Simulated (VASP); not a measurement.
Here is the system:

```
TaSi
1.0
    0.00000     2.88519     2.88519
    2.88519     0.00000     2.88519
    2.88519     2.88519     0.00000
Ta Si
1 1
Cartesian
  0.00000   0.00000   0.00000
  1.44260   1.44260   1.44260
```

The numbers are results of PBE GGA, VASP's PBE PAW potentials (set 64) (plane waves; VASP), not measurements. Settings: 400 eV cut-off, Gaussian smearing of 0.050 eV, potentials Ta_pv Si.

Question: Give the energies of bands 4 to 10 at the high-symmetry points, in eV from the Fermi level.

Answer: 
| band | Γ | X | U | L | W |
|---|---|---|---|---|---|
| 4 | -9.07 | -6.69 | -6.76 | -7.40 | -6.70 |
| 5 | -2.21 | -4.03 | -3.43 | -3.41 | -2.83 |
| 6 | -2.21 | -0.73 | -1.91 | -1.83 | -2.77 |
| 7 | -2.21 | -0.60 | -0.99 | -1.83 | -0.89 |
| 8 | 0.56 | -0.60 | -0.64 | 0.98 | -0.52 |
| 9 | 0.56 | 0.70 | 0.89 | 1.06 | 0.68 |
| 10 | 4.63 | 1.61 | 1.30 | 1.06 | 1.35 |

It has no gap at this level: it comes out as a metal or semimetal.

The structure was generated: TaSi was put into the zinc blende type (F-43m), which need not be its known phase. It was relaxed first, which changed the volume by -30 %. The electron count is odd and the run is not spin-polarised, which forces a metal.
